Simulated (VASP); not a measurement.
An input for Quantum ESPRESSO's pw.x (written as the equivalent of a VASP run, and not itself run):

```
&CONTROL
  calculation = 'scf'
  pseudo_dir = './pseudo'
  outdir = './out'
  tprnfor = .true.
  tstress = .true.
/
&SYSTEM
  ibrav = 0
  nat = 2
  ntyp = 2
  ecutwfc = 84
  occupations = 'smearing'
  smearing = 'gaussian'
  degauss = 0.003675
  input_dft = 'pbe'
/
&ELECTRONS
  conv_thr = 7.3e-07
  electron_maxstep = 100
/
ATOMIC_SPECIES
  Ga 69.723 Ga.upf
  N 14.007 N.upf
CELL_PARAMETERS angstrom
     0.0000000    2.3052000    2.3052000
     2.3052000    0.0000000    2.3052000
     2.3052000    2.3052000    0.0000000
ATOMIC_POSITIONS crystal
  Ga   0.0000000  0.0000000  0.0000000
  N    0.2500000  0.2500000  0.2500000
K_POINTS automatic
  9 9 9 0 0 0
```

**Question.** Write the VASP files for the same calculation (PBE).

**Answer.** One answer among several that fit: 
INCAR:
```
! general
SYSTEM  = GaN
PREC    = Accurate
ENCUT   = 520
LREAL   = .False.
LASPH   = .True.

! electronic loop
EDIFF   = 1E-5
NELM    = 100
ALGO    = Normal
LMAXMIX = 4

! smearing
ISMEAR  = 0
SIGMA   = 0.05

! functional
GGA     = PE

! ions
ISIF    = 2

! output
LWAVE   = .False.
LCHARG  = .False.
```

File KPOINTS:
```
K-points
0
G
 9 9 9
0 0 0
```

File POSCAR:
```
GaN
1.0
  0.0000000000   2.3052000000   2.3052000000
  2.3052000000   0.0000000000   2.3052000000
  2.3052000000   2.3052000000   0.0000000000
Ga N
1 1
direct
  0.0000000000   0.0000000000   0.0000000000
  0.2500000000   0.2500000000   0.2500000000
```

POTCAR, in this order: Ga_d N (PBE.64 set). Program: vasp_std.

Limits of the translation: the potentials are each code's own (VASP's PAW set, PseudoDojo norm-conserving files in pw.x), so ENCUT and ecutwfc are chosen apart and not converted; conv_thr bounds pw.x's estimated SCF error, while EDIFF bounds the energy change between steps.

The compound is GaN in the zinc blende structure, a metastable form; wurtzite is the usual one. The cell was not relaxed at this level. The run is one of a series of settings (EDIFF = 1E-5 against the base run), some of them coarse on purpose.
